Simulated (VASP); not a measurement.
# Nb2B (P6/mmm) in VASP: relaxation of cell and atoms with PBE

Aim: the relaxation of cell and atoms of Nb2B with PBE.

Program: VASP 6.6.1. These are calculated values, not measurements. Logs are shortened: lines on timing, memory, paths and dates and some standing lists are left out, and cuts for length are marked.

## 1. The structure

The structure is hexagonal, space group P6/mmm (No. 191). Conventional cell: a = 4.316 Å, b = 4.316 Å, c = 2.646 Å, α = 90.00°, β = 90.00°, γ = 120.00°. Nb (site symmetry -6m2) has 5 Nb at 2.49 to 2.65 Å and 6 B at 2.82 Å as nearest neighbours. B (site symmetry 6/mmm) has 2 B at 2.65 Å and 12 Nb at 2.82 Å as nearest neighbours.

The cell was built by a generator and needn't be a form met in nature.

## 2. Relaxation of cell and atoms, PBE

INCAR

```
SYSTEM = Nb2B
  PREC = Accurate
  ENCUT = 600
  EDIFF = 1E-7
  ISMEAR = 0
  SIGMA = 0.1
  LREAL = .FALSE.
  LASPH = .TRUE.
  NELM = 100
  ALGO = Normal
  ISIF = 3
  LWAVE = .FALSE.
  LCHARG = .FALSE.
  GGA = PE
  IBRION = 2
  NSW = 90
  EDIFFG = -0.04
```

KPOINTS

```
regular mesh
0
G
  6 6 6
  0 0 0
```

POSCAR

```
Nb2B
1.0
    4.3161514500      0.0000000000      0.0000000000
   -2.1580757300      3.7378968000      0.0000000000
    0.0000000000      0.0000000000      2.6458008400
Nb B
2 1
Direct
    0.3333333300      0.6666666700      0.5000000000
    0.6666666700      0.3333333300      0.5000000000
    0.0000000000      0.0000000000      0.0000000000
```

Potentials or basis: VASP PAW PBE potentials, release 64 (Nb_sv, B).

Run with:

```bash
> cat potpaw_PBE.64/Nb_sv/POTCAR potpaw_PBE.64/B/POTCAR > POTCAR
> mpirun -np 1 vasp_std > vasp.out
```

OUTCAR:

```text
SYSTEM = Nb2B
   PREC = Accurate
   ENCUT = 600
   EDIFF = 1E-7
   ISMEAR = 0
   LREAL = .FALSE.
   LASPH = .TRUE.
   NELM = 100
   ISIF = 3
   GGA = PE
   IBRION = 2
   NSW = 90
   EDIFFG = -0.04

 ion  position               nearest neighbor table
   1  0.333  0.667  0.500-   2 2.49   2 2.49   2 2.49
   2  0.667  0.333  0.500-   1 2.49   1 2.49   1 2.49
   3  0.000  0.000  0.000-

  LATTYP: Found a hexagonal cell.
 ALAT       =     4.3161514500
 C/A-ratio  =     0.6130000003

  Lattice vectors:

 A1 = (   4.3161514500,   0.0000000000,   0.0000000000)
 A2 = (  -2.1580757300,   3.7378968000,   0.0000000000)
 A3 = (   0.0000000000,   0.0000000000,   2.6458008400)

Analysis of symmetry for initial positions (statically):
=====================================================================
 Subroutine PRICEL returns:
 Original cell was already a primitive cell.

 Routine SETGRP: Setting up the symmetry group for a
 hexagonal supercell.

 Subroutine GETGRP returns: Found 24 space group operations
 (whereof 24 operations were pure point group operations)
 out of a pool of 24 trial point group operations.

The static configuration has the point symmetry D_6h.

Analysis of symmetry for dynamics (positions and initial velocities):
=====================================================================
 Subroutine PRICEL returns:
 Original cell was already a primitive cell.

 Routine SETGRP: Setting up the symmetry group for a
 hexagonal supercell.

 Subroutine GETGRP returns: Found 24 space group operations
 (whereof 24 operations were pure point group operations)
 out of a pool of 24 trial point group operations.

The dynamic configuration has the point symmetry D_6h.

 Subroutine INISYM returns: Found 24 space group operations
 (whereof 24 operations are pure point group operations),
 and found     1 'primitive' translations

----------------------------------------------------------------------------------------

                                     Primitive cell

  volume of cell :      42.6856

  direct lattice vectors                    reciprocal lattice vectors
     4.316151450  0.000000000  0.000000000     0.231687885  0.133765063  0.000000000
    -2.158075730  3.737896800  0.000000000     0.000000000  0.267530125  0.000000000
     0.000000000  0.000000000  2.645800840     0.000000000  0.000000000  0.377957398

  length of vectors
     4.316151450  4.316151451  2.645800840     0.267530126  0.267530125  0.377957398

  position of ions in fractional coordinates (direct lattice)
     0.333333330  0.666666670  0.500000000
     0.666666670  0.333333330  0.500000000
     0.000000000  0.000000000  0.000000000

  ion indices of the primitive-cell ions
   primitive index   ion index
                 1           1
                 2           2
                 3           3

----------------------------------------------------------------------------------------

 KPOINTS: regular mesh

Automatic generation of k-mesh.
 Grid dimensions read from file:
 generate k-points for:    6    6    6

 Generating k-lattice:

  Cartesian coordinates                     Fractional coordinates (reciprocal lattice)
     0.038614647  0.022294177  0.000000000     0.166666667  0.000000000  0.000000000
     0.000000000  0.044588354  0.000000000     0.000000000  0.166666667  0.000000000
     0.000000000  0.000000000  0.062992900     0.000000000  0.000000000  0.166666667

  Length of vectors
     0.044588354  0.044588354  0.062992900

  Shift w.r.t. Gamma in fractional coordinates (k-lattice)
     0.000000000  0.000000000  0.000000000

 Subroutine IBZKPT returns following result:
 ===========================================

 Found     28 irreducible k-points:

 Following reciprocal coordinates:
            Coordinates               Weight
  0.000000  0.000000  0.000000      1.000000
  0.166667  0.000000  0.000000      6.000000
  0.333333  0.000000  0.000000      6.000000
  0.500000  0.000000  0.000000      3.000000
  0.166667  0.166667  0.000000      6.000000
  0.333333  0.166667  0.000000     12.000000
[... 16 lines left out ...]
  0.166667  0.000000  0.500000      6.000000
  0.333333  0.000000  0.500000      6.000000
 [... further k-points ...]
   k-points           NKPTS =     28   k-points in BZ     NKDIM =     28   number of bands    NBANDS=     18
   number of dos      NEDOS =    301   number of ions     NIONS =      3
   total plane-waves  NPLWV =  31104
   dimension x,y,z NGX =    36 NGY =   36 NGZ =   24
   dimension x,y,z NGXF=    72 NGYF=   72 NGZF=   48
   ions per type =               2   1
   NGX,Y,Z   is equivalent  to a cutoff of  13.87, 13.87, 15.08 a.u.
   NGXF,Y,Z  is equivalent  to a cutoff of  27.73, 27.73, 30.16 a.u.
 SYSTEM =  Nb2B
   PREC   = accura    normal or accurate (medium, high low for compatibility)
   ISTART =      0    job   : 0-new  1-cont  2-samecut
   ICHARG =      2    charge: 1-file 2-atom 10-const
   ISPIN  =      1    spin polarized calculation?
   LNONCOLLINEAR =      F non collinear calculations
   LSORBIT =      F    spin-orbit coupling
   LASPH  =      T    aspherical Exc in radial PAW
   ENCUT  =  600.0 eV  44.10 Ry    6.64 a.u.   8.62  8.62  5.28*2*pi/ulx,y,z
   NELM   =    100;   NELMIN=  2; NELMDL= -5     # of ELM steps
   EDIFF  = 0.1E-06   stopping-criterion for ELM
   LREAL  =      F    real-space projection
   EDIFFG = -.4E-01   stopping-criterion for IOM
   NSW    =     90    number of steps for IOM
   IBRION =      2    ionic relax: 0-MD 1-quasi-New 2-CG
   NFREE  =      1    steps in history (QN), initial steepest desc. (CG)
   ISIF   =      3    stress and relaxation
   ISYM   =      2    0-nonsym 1-usesym 2-fastsym
   POTIM  = 0.5000    time-step for ionic-motion
   TEBEG  =    0.0;   TEEND  =   0.0 temperature during run
   PSTRESS=    0.0 pullay stress
   NELECT =      29.0000    total number of electrons
   NUPDOWN=      -1.0000    fix difference up-down
   EMIN   =  10.00;   EMAX   =-10.00  energy-range for DOS
   EFERMI =   0.00;   METHOD = LEGACY
   ISMEAR =     0;   SIGMA  =   0.10  broadening in eV -4-tet -1-fermi 0-gaus
   EFERMI_NEDOS =   21; number of points for ismear=-14 and -15
   IALGO  =     38    algorithm
   IMIX   =      4    mixing-type and parameters
     AMIX     =   0.40;   BMIX     =  1.00
     AMIX_MAG =   1.60;   BMIX_MAG =  1.00
  volume/ion in A,a.u.               =      14.23        96.02
  Fermi-wavevector in a.u.,A,eV,Ry     =   1.439176  2.719648 28.180746  2.071226
  Thomas-Fermi vector in A             =   2.558060
   LORBIT       =      0    0 simple, 1 ext, 2 COOP (PROOUT), +10 PAW based schemes
   GGA     = PE    functional components
   LHFCALC =     F    Hartree Fock is set to
   AEXX    =    0.0000 exact exchange contribution
   IVDW    =     0    specifies the selected vdW correction
   LEPSILON=     F    determine dielectric tensor
   LRPA    =     F    only Hartree local field effects (RPA)
 conjugate gradient relaxation of ions
 non-spin polarized calculation
 Gauss-broadening in eV      SIGMA  =   0.10
  energy-cutoff  :      600.00
  volume of cell :       42.69
 maximum number of plane-waves:      1450
 NGX is ok and might be reduce to    36
   NGX = 17   NGY = 17   NGZ = 11

--------------------------------------- Ionic step        1  -------------------------------------------

 number of electron      29.0000000 magnetization

 Free energy of the ion-electron system (eV)
  ---------------------------------------------------
  ext. energy  EPLUGINS =         0.00000000
  ---------------------------------------------------
  free energy    TOTEN  =       -24.24575926 eV

  energy without entropy =      -24.23799598  energy(sigma->0) =      -24.24187762

------------------------ aborting loop because EDIFF is reached ----------------------------------------

  FORCE on cell =-STRESS in cart. coord.  units (eV):
  Direction    XX          YY          ZZ          XY          YZ          ZX
  --------------------------------------------------------------------------------------
  -------------------------------------------------------------------------------------
  Total        2.5826623      2.5826623      1.5503728     -0.0000000     -0.0000000      0.0000000
  in kB       96.9386751     96.9386750     58.1923075     -0.0000001     -0.0000000      0.0000000
  external PRESSURE =      84.0232192 kB  Pullay stress =       0.0000000 kB
[... 22 lines left out ...]
  energy  without entropy=      -24.2379959786  energy(sigma->0) =      -24.24187762

--------------------------------------- Ionic step        2  -------------------------------------------

 number of electron      28.9999998 magnetization

 E-fermi :   9.5658     XC(G=0): -11.9353

 val. band max:        9.5569469603   @ k =   0.1667   0.1667   0.1667
 cond. band min:       9.6407355908   @ k =   0.0000   0.0000   0.0000
 fundamental gap:      0.0837886305
 Fermi energy:         9.5657693746

 k-point     1 :       0.0000    0.0000    0.0000
  band No.  band energies     occupation
      1     -45.2343      2.00000
      2     -44.7853      2.00000
      3     -21.8188      2.00000
      4     -21.8188      2.00000
      5     -20.5387      2.00000
      6     -20.4836      2.00000
[... 10 lines left out ...]
     17      11.8156      0.00000
     18      11.8156      0.00000
[... 591 lines left out ...]
  energy  without entropy=      -24.2908308033  energy(sigma->0) =      -24.29518222

--------------------------------------- Ionic step        5  -------------------------------------------

 number of electron      29.0000003 magnetization

 Free energy of the ion-electron system (eV)
  ---------------------------------------------------
  ext. energy  EPLUGINS =         0.00000000
  ---------------------------------------------------
  free energy    TOTEN  =       -24.29958812 eV

  energy without entropy =      -24.29070906  energy(sigma->0) =      -24.29514859

 E-fermi :  10.3946     XC(G=0): -12.2304

 val. band max:       10.3917535872   @ k =   0.1667   0.1667   0.1667
 cond. band min:      10.4031132028   @ k =   0.1667   0.0000   0.0000
 fundamental gap:      0.0113596156
 Fermi energy:        10.3946169333

 k-point     1 :       0.0000    0.0000    0.0000
  band No.  band energies     occupation
      1     -44.4625      2.00000
      2     -43.8981      2.00000
      3     -21.1530      2.00000
      4     -21.1530      2.00000
      5     -19.6424      2.00000
      6     -19.5712      2.00000
[... 10 lines left out ...]
     17      12.6330      0.00000
     18      12.6330      0.00000
[... 513 lines left out ...]
  FREE ENERGIE OF THE ION-ELECTRON SYSTEM (eV)
  ---------------------------------------------------
  free  energy   TOTEN  =       -24.2995881200 eV

  energy  without entropy=      -24.2907090567  energy(sigma->0) =      -24.29514859

 reached required accuracy - stopping structural energy minimisation
```

Run time: 1.8 min. Hardware: 1 thread of Intel Xeon Platinum 8488C (Sapphire Rapids), shared host; peak memory 0.19 GiB.

What came out:

- Free energy: -24.2996 eV
- Relaxed volume: 14.90 Å³/atom
- Relaxed cell: a = 4.397 Å, b = 4.397 Å, c = 2.669 Å, α = 90.00°, β = 90.00°, γ = 120.00°
- Space group after relaxing (to 0.05 Å): P6/mmm (No. 191)
- Energy gained by relaxing: 17.9 meV/atom
- Ionic steps: 5
- Pressure after relaxing: 0.1 GPa
- Band gap on the k mesh: none (metal or under the smearing width)

Stress tensor (GPa, compression positive):
```
-0.03  0.00  0.00
 0.00 -0.03  0.00
 0.00  0.00  0.36
```

The path:
```
step  energy change (eV)  largest force (eV/Å)  pressure (GPa)  volume (Å³)
   1              0.0000                0.0000            8.40        42.69
   2              0.0249                0.0000           -8.55        47.46
   3             -0.0538                0.0000           -0.17        44.76
   4             -0.0538                0.0000           -0.02        44.72
   5             -0.0538                0.0000            0.10        44.69
```

Final structure:
```
CELL_PARAMETERS angstrom
4.39683 0.00000 0.00000
-2.19841 3.80777 0.00000
0.00000 0.00000 2.66913
ATOMIC_POSITIONS crystal
Nb 0.33333 0.66667 0.50000
Nb 0.66667 0.33333 0.50000
B 0.00000 0.00000 0.00000
```

Caveat: the k mesh is coarse (spacing up to 0.40 Å⁻¹), so the values aren't converged.
